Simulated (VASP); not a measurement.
# GaBiSe3 (P6_3/mmc) in VASP: relaxation of cell and atoms with PBE

Aim: the relaxation of cell and atoms of GaBiSe3 with PBE.

Program: VASP 6.6.1. These are calculated values, not measurements. Logs are shortened: lines on timing, memory, paths and dates and some standing lists are left out, and cuts for length are marked.

**1. The crystal as given**

The structure is hexagonal, space group P6_3/mmc (No. 194). Conventional cell: a = 6.840 Å, b = 6.840 Å, c = 6.368 Å, α = 90.00°, β = 90.00°, γ = 120.00°. Ga (site symmetry -3m) has 6 Se at 2.78 Å and 2 Ga at 3.18 Å as nearest neighbours. Around Bi (site symmetry -6m2) lie 12 Se at 3.43 to 3.60 Å. Se (site symmetry mm2) is surrounded by 2 Ga at 2.78 Å and 2 Se at 2.90 Å.

The cell was built by a generator and needn't be a form met in nature.

**2. Relaxation of cell and atoms, PBE**

Contents of INCAR:

```
SYSTEM = GaBiSe3
  ALGO = Fast
  EDIFF = 1E-4
  EDIFFG = -0.08
  ENCUT = 520
  GGA = PE
  IBRION = 2
  ISIF = 3
  ISMEAR = 0
  LASPH = .TRUE.
  LCHARG = .FALSE.
  LREAL = Auto
  LWAVE = .FALSE.
  NELM = 60
  NSW = 24
  PREC = Normal
  SIGMA = 0.15
```

Contents of KPOINTS:

```
k-points
0
G
  3 3 2
  0 0 0
```

Contents of POSCAR:

```
GaBiSe3
1.0
    6.8396203700      0.0000000000      0.0000000000
   -3.4198101900      5.9232849900      0.0000000000
    0.0000000000      0.0000000000      6.3684396600
Ga Bi Se
2 2 6
Direct
    0.0000000000      0.0000000000      0.0000000000
    0.0000000000      0.0000000000      0.5000000000
    0.3333333300      0.6666666700      0.7500000000
    0.6666666700      0.3333333300      0.2500000000
    0.8080109800      0.6160219600      0.7500000000
    0.6160219600      0.8080109800      0.2500000000
    0.3839780400      0.1919890200      0.7500000000
    0.1919890200      0.3839780400      0.2500000000
    0.1919890200      0.8080109800      0.2500000000
    0.8080109800      0.1919890200      0.7500000000
```

Potentials or basis: VASP PAW PBE potentials, release 64 (Ga_d, Bi_d, Se).

Launch:

```
> cat potpaw_PBE.64/Ga_d/POTCAR potpaw_PBE.64/Bi_d/POTCAR potpaw_PBE.64/Se/POTCAR > POTCAR
> mpirun -np 1 vasp_std > vasp.out
```

OUTCAR:

```text
SYSTEM = GaBiSe3
   EDIFF = 1E-4
   EDIFFG = -0.08
   ENCUT = 520
   GGA = PE
   IBRION = 2
   ISIF = 3
   ISMEAR = 0
   LASPH = .TRUE.
   LREAL = Auto
   NELM = 60
   NSW = 24
   PREC = Normal

 ion  position               nearest neighbor table
   1  0.000  0.000  0.000-   6 2.78   7 2.78   5 2.78   8 2.78   9 2.78  10 2.78
   2  0.000  0.000  0.500-   6 2.78   7 2.78   5 2.78   8 2.78   9 2.78  10 2.78
   3  0.333  0.667  0.750-
   4  0.667  0.333  0.250-
   5  0.808  0.616  0.750-   1 2.78   2 2.78
   6  0.616  0.808  0.250-   1 2.78   2 2.78
   7  0.384  0.192  0.750-   1 2.78   2 2.78
   8  0.192  0.384  0.250-   1 2.78   2 2.78
   9  0.192  0.808  0.250-   1 2.78   2 2.78
  10  0.808  0.192  0.750-   1 2.78   2 2.78

  LATTYP: Found a hexagonal cell.
 ALAT       =     6.8396203700
 C/A-ratio  =     0.9311101078

  Lattice vectors:

 A1 = (   6.8396203700,   0.0000000000,   0.0000000000)
 A2 = (  -3.4198101900,   5.9232849900,   0.0000000000)
 A3 = (   0.0000000000,   0.0000000000,   6.3684396600)

Analysis of symmetry for initial positions (statically):
=====================================================================
 Subroutine PRICEL returns:
 Original cell was already a primitive cell.

 Routine SETGRP: Setting up the symmetry group for a
 hexagonal supercell.

 Subroutine GETGRP returns: Found 24 space group operations
 (whereof 12 operations were pure point group operations)
 out of a pool of 24 trial point group operations.

The static configuration has the point symmetry D_3d.
 The point group associated with its full space group is D_6h.

Analysis of symmetry for dynamics (positions and initial velocities):
=====================================================================
 Subroutine PRICEL returns:
 Original cell was already a primitive cell.

 Routine SETGRP: Setting up the symmetry group for a
 hexagonal supercell.

 Subroutine GETGRP returns: Found 24 space group operations
 (whereof 12 operations were pure point group operations)
 out of a pool of 24 trial point group operations.

The dynamic configuration has the point symmetry D_3d.
 The point group associated with its full space group is D_6h.

 Subroutine INISYM returns: Found 24 space group operations
 (whereof 12 operations are pure point group operations),
 and found     1 'primitive' translations

----------------------------------------------------------------------------------------

                                     Primitive cell

  volume of cell :     258.0047

  direct lattice vectors                    reciprocal lattice vectors
     6.839620370  0.000000000  0.000000000     0.146206945  0.084412619  0.000000000
    -3.419810190  5.923284990  0.000000000     0.000000000  0.168825238  0.000000000
     0.000000000  0.000000000  6.368439660     0.000000000  0.000000000  0.157024335

  length of vectors
     6.839620370  6.839620370  6.368439660     0.168825238  0.168825238  0.157024335

  position of ions in fractional coordinates (direct lattice)
     0.000000000  0.000000000  0.000000000
     0.000000000  0.000000000  0.500000000
     0.333333330  0.666666670  0.750000000
     0.666666670  0.333333330  0.250000000
     0.808010980  0.616021960  0.750000000
     0.616021960  0.808010980  0.250000000
     0.383978040  0.191989020  0.750000000
     0.191989020  0.383978040  0.250000000
     0.191989020  0.808010980  0.250000000
     0.808010980  0.191989020  0.750000000

  ion indices of the primitive-cell ions
   primitive index   ion index
                 1           1
                 2           2
                 3           3
                 4           4
                 5           5
                 6           6
                 7           7
                 8           8
                 9           9
                10          10

----------------------------------------------------------------------------------------

 KPOINTS: k-points

Automatic generation of k-mesh.
 Grid dimensions read from file:
 generate k-points for:    3    3    2

 Generating k-lattice:

  Cartesian coordinates                     Fractional coordinates (reciprocal lattice)
     0.048735648  0.028137540  0.000000000     0.333333333 -0.000000000  0.000000000
     0.000000000  0.056275079  0.000000000     0.000000000  0.333333333  0.000000000
     0.000000000  0.000000000  0.078512167     0.000000000  0.000000000  0.500000000

  Length of vectors
     0.056275079  0.056275079  0.078512167

  Shift w.r.t. Gamma in fractional coordinates (k-lattice)
     0.000000000  0.000000000  0.000000000

 Subroutine IBZKPT returns following result:
 ===========================================

 Found      6 irreducible k-points:

 Following reciprocal coordinates:
            Coordinates               Weight
  0.000000  0.000000  0.000000      1.000000
  0.333333  0.000000  0.000000      6.000000
  0.333333  0.333333  0.000000      2.000000
  0.000000  0.000000  0.500000      1.000000
  0.333333  0.000000  0.500000      6.000000
  0.333333  0.333333  0.500000      2.000000
   k-points           NKPTS =      6   k-points in BZ     NKDIM =      6   number of bands    NBANDS=     55
   number of dos      NEDOS =    301   number of ions     NIONS =     10
   total plane-waves  NPLWV =  57600
   dimension x,y,z NGX =    40 NGY =   40 NGZ =   36
   dimension x,y,z NGXF=    80 NGYF=   80 NGZF=   72
   ions per type =               2   2   6
   NGX,Y,Z   is equivalent  to a cutoff of   9.72,  9.72,  9.40 a.u.
   NGXF,Y,Z  is equivalent  to a cutoff of  19.45, 19.45, 18.80 a.u.
 SYSTEM =  GaBiSe3
   PREC   = normal    normal or accurate (medium, high low for compatibility)
   ISTART =      0    job   : 0-new  1-cont  2-samecut
   ICHARG =      2    charge: 1-file 2-atom 10-const
   ISPIN  =      1    spin polarized calculation?
   LNONCOLLINEAR =      F non collinear calculations
   LSORBIT =      F    spin-orbit coupling
   LASPH  =      T    aspherical Exc in radial PAW
   ENCUT  =  520.0 eV  38.22 Ry    6.18 a.u.  12.72 12.72 11.84*2*pi/ulx,y,z
   NELM   =     60;   NELMIN=  2; NELMDL= -5     # of ELM steps
   EDIFF  = 0.1E-03   stopping-criterion for ELM
   LREAL  =      T    real-space projection
   EDIFFG = -.8E-01   stopping-criterion for IOM
   NSW    =     24    number of steps for IOM
   IBRION =      2    ionic relax: 0-MD 1-quasi-New 2-CG
   NFREE  =      1    steps in history (QN), initial steepest desc. (CG)
   ISIF   =      3    stress and relaxation
   ISYM   =      2    0-nonsym 1-usesym 2-fastsym
   POTIM  = 0.5000    time-step for ionic-motion
   TEBEG  =    0.0;   TEEND  =   0.0 temperature during run
   PSTRESS=    0.0 pullay stress
   NELECT =      92.0000    total number of electrons
   NUPDOWN=      -1.0000    fix difference up-down
   EMIN   =  10.00;   EMAX   =-10.00  energy-range for DOS
   EFERMI =   0.00;   METHOD = LEGACY
   ISMEAR =     0;   SIGMA  =   0.15  broadening in eV -4-tet -1-fermi 0-gaus
   EFERMI_NEDOS =   21; number of points for ismear=-14 and -15
   IALGO  =     68    algorithm
   IMIX   =      4    mixing-type and parameters
     AMIX     =   0.40;   BMIX     =  1.00
     AMIX_MAG =   1.60;   BMIX_MAG =  1.00
  volume/ion in A,a.u.               =      25.80       174.11
  Fermi-wavevector in a.u.,A,eV,Ry     =   1.160900  2.193783 18.336426  1.347689
  Thomas-Fermi vector in A             =   2.297478
   LORBIT       =      0    0 simple, 1 ext, 2 COOP (PROOUT), +10 PAW based schemes
   GGA     = PE    functional components
   LHFCALC =     F    Hartree Fock is set to
   AEXX    =    0.0000 exact exchange contribution
   IVDW    =     0    specifies the selected vdW correction
   LEPSILON=     F    determine dielectric tensor
   LRPA    =     F    only Hartree local field effects (RPA)
 conjugate gradient relaxation of ions
 non-spin polarized calculation
 RMM-DIIS sequential band-by-band and
 Gauss-broadening in eV      SIGMA  =   0.15
  energy-cutoff  :      520.00
  volume of cell :      258.00
 maximum number of plane-waves:      6960
   NGX = 25   NGY = 25   NGZ = 23

--------------------------------------- Ionic step        1  -------------------------------------------

 number of electron      91.9999971 magnetization

 Free energy of the ion-electron system (eV)
  ---------------------------------------------------
  ext. energy  EPLUGINS =         0.00000000
  ---------------------------------------------------
  free energy    TOTEN  =       -32.96425355 eV

  energy without entropy =      -32.81327122  energy(sigma->0) =      -32.88876238

------------------------ aborting loop because EDIFF is reached ----------------------------------------

  FORCE on cell =-STRESS in cart. coord.  units (eV):
  Direction    XX          YY          ZZ          XY          YZ          ZX
  --------------------------------------------------------------------------------------
  -------------------------------------------------------------------------------------
  Total       -7.2362073     -7.2362073     -4.3195297      0.0000000     -0.0000000      0.0000000
  in kB      -44.9359492    -44.9359491    -26.8237434      0.0000000     -0.0000000      0.0000000
  external PRESSURE =     -38.8985472 kB  Pullay stress =       0.0000000 kB
[... 113 lines left out ...]
  FREE ENERGIE OF THE ION-ELECTRON SYSTEM (eV)
  ---------------------------------------------------
  free  energy   TOTEN  =       -33.7370977563 eV

  energy  without entropy=      -33.6031835242  energy(sigma->0) =      -33.67014064

 E-fermi :   5.8545     XC(G=0): -10.2929

 val. band max:        5.8463905242   @ k =   0.3333   0.0000   0.5000
 cond. band min:       5.9492775786   @ k =   0.3333   0.3333   0.5000
 fundamental gap:      0.1028870544
 Fermi energy:         5.8545150615

 k-point     1 :       0.0000    0.0000    0.0000
  band No.  band energies     occupation
      1     -17.9079      2.00000
      2     -17.9079      2.00000
      3     -17.9077      2.00000
      4     -17.9077      2.00000
      5     -17.8396      2.00000
      6     -17.8396      2.00000
[... 337 lines left out ...]
     54       9.3949      0.00000
     55      10.5759      0.00000

 E-fermi :   4.7817     XC(G=0):  -9.7582

 val. band max:        4.7685748711   @ k =   0.0000   0.0000   0.0000
 cond. band min:       4.7842233926   @ k =   0.0000   0.0000   0.5000
 fundamental gap:      0.0156485215
 Fermi energy:         4.7817423354

 k-point     1 :       0.0000    0.0000    0.0000
  band No.  band energies     occupation
      1     -18.6688      2.00000
      2     -18.6688      2.00000
      3     -18.6687      2.00000
      4     -18.6687      2.00000
      5     -18.5033      2.00000
      6     -18.5033      2.00000
[... 337 lines left out ...]
     54       7.4655      0.00000
     55       9.0022      0.00000

[... ionic steps 4 to 16 ...]

--------------------------------------- Ionic step       17  -------------------------------------------

 number of electron      91.9999890 magnetization

------------------------ aborting loop because EDIFF is reached ----------------------------------------

  FORCE on cell =-STRESS in cart. coord.  units (eV):
  Direction    XX          YY          ZZ          XY          YZ          ZX
  --------------------------------------------------------------------------------------
  -------------------------------------------------------------------------------------
  Total       -0.4867548     -0.4867548     -0.3652250      0.0000000      0.0000000      0.0000000
  in kB       -3.1352125     -3.1352125     -2.3524324      0.0000000      0.0000000      0.0000000
  external PRESSURE =      -2.8742858 kB  Pullay stress =       0.0000000 kB
[... 73 lines left out ...]
  energy  without entropy=      -34.2846161197  energy(sigma->0) =      -34.33066775

--------------------------------------- Ionic step       19  -------------------------------------------

 number of electron      91.9999912 magnetization

 Free energy of the ion-electron system (eV)
  ---------------------------------------------------
  ext. energy  EPLUGINS =         0.00000000
  ---------------------------------------------------
  free energy    TOTEN  =       -34.38068152 eV

  energy without entropy =      -34.28868752  energy(sigma->0) =      -34.33468452

 E-fermi :   5.0507     XC(G=0):  -9.8888

 val. band max:        4.9923115764   @ k =   0.3333   0.3333   0.5000
 cond. band min:       5.0626506404   @ k =   0.0000   0.0000   0.0000
 fundamental gap:      0.0703390639
 Fermi energy:         5.0507015773

 k-point     1 :       0.0000    0.0000    0.0000
  band No.  band energies     occupation
      1     -18.4089      2.00000
      2     -18.4089      2.00000
      3     -18.4088      2.00000
      4     -18.4088      2.00000
      5     -18.2446      2.00000
      6     -18.2446      2.00000
[... 374 lines left out ...]
  FREE ENERGIE OF THE ION-ELECTRON SYSTEM (eV)
  ---------------------------------------------------
  free  energy   TOTEN  =       -34.3806815245 eV

  energy  without entropy=      -34.2886875203  energy(sigma->0) =      -34.33468452

 reached required accuracy - stopping structural energy minimisation
```

It took 11 min on 1 thread of AMD EPYC 7R13 (Zen 3), shared host; peak memory 0.25 GiB.

Results:

| Item | Value |
| --- | --- |
| Free energy | -34.3807 eV |
| Relaxed volume | 24.69 Å³/atom |
| Relaxed cell | a = 6.408 Å, b = 6.408 Å, c = 6.945 Å, α = 90.00°, β = 90.00°, γ = 120.00° |
| Space group after relaxing (to 0.05 Å) | P6_3/mmc (No. 194) |
| Energy gained by relaxing | 141.6 meV/atom |
| Ionic steps | 19 |
| Pressure after relaxing | -0.1 GPa |
| Largest force after relaxing | 0.034 eV/Å |
| Band gap on the k mesh | none (metal or under the smearing width) |

Forces in eV/Å, atoms in the order of the input:
```
Ga   0.000  0.000  0.000
Ga   0.000  0.000  0.000
Bi   0.000  0.000  0.000
Bi   0.000  0.000  0.000
Se   0.000 -0.034  0.000
Se  -0.029 -0.017  0.000
Se   0.029  0.017  0.000
Se   0.000  0.034  0.000
Se   0.029 -0.017  0.000
Se  -0.029  0.017  0.000
```

Step by step:
```
step  energy change (eV)  largest force (eV/Å)  pressure (GPa)  volume (Å³)
   1              0.0000                1.1344           -3.89       258.00
   2             -0.7104                1.2113            0.35       235.30
   3             -0.7728                0.9995            3.05       226.58
   4             -1.1228                0.0654            4.12       227.70
   5             -1.1274                0.0779            4.26       227.84
   6             -1.3163                0.1718           -1.62       251.04
   7             -1.3435                0.1089           -0.30       244.73
   8             -1.3434                0.1139            0.05       244.13
   9             -1.3520                0.0300           -0.03       244.50
  10             -1.3630                0.0545            0.06       245.17
  11             -1.3695                0.2701            0.34       246.42
  12             -1.3709                0.1922            0.25       245.99
  13             -1.3783                0.1884            0.00       246.76
  14             -1.3922                0.1763           -0.31       249.05
  15             -1.3730                0.1773           -0.85       253.42
  16             -1.3938                0.1828           -0.50       249.94
  17             -1.4055                0.1652           -0.29       248.74
  18             -1.4125                0.1316            0.04       246.84
  19             -1.4164                0.0338           -0.12       246.94
```

Final structure:
```
CELL_PARAMETERS angstrom
6.40755 0.00000 0.00000
-3.20377 5.54910 0.00000
0.00000 0.00000 6.94501
ATOMIC_POSITIONS crystal
Ga 0.00000 0.00000 0.00000
Ga 0.00000 0.00000 0.50000
Bi 0.33333 0.66667 0.75000
Bi 0.66667 0.33333 0.25000
Se 0.82573 0.65146 0.75000
Se 0.65146 0.82573 0.25000
Se 0.34854 0.17427 0.75000
Se 0.17427 0.34854 0.25000
Se 0.17427 0.82573 0.25000
Se 0.82573 0.17427 0.75000
```

Levels at points of the mesh, in eV from the Fermi level:
```
           k point  band 42  band 43  band 44  band 45  band 46  band 47  band 48  band 49  band 50  band 51
(0.00, 0.00, 0.00)    -0.47    -0.36    -0.36    -0.17     0.01     0.47     0.47     0.74     2.98     3.49
(0.00, 0.00, 0.50)    -0.24     0.02     0.02     0.02     0.02     0.02     0.02     0.82     0.82     3.41
```

Caveat: the k mesh is coarse (spacing up to 0.49 Å⁻¹), so the values aren't converged; spin-orbit coupling is left out, which moves the levels of the heavy elements; the relaxation stopped at a loose force limit of 0.08 eV/Å, so its end isn't a converged minimum.
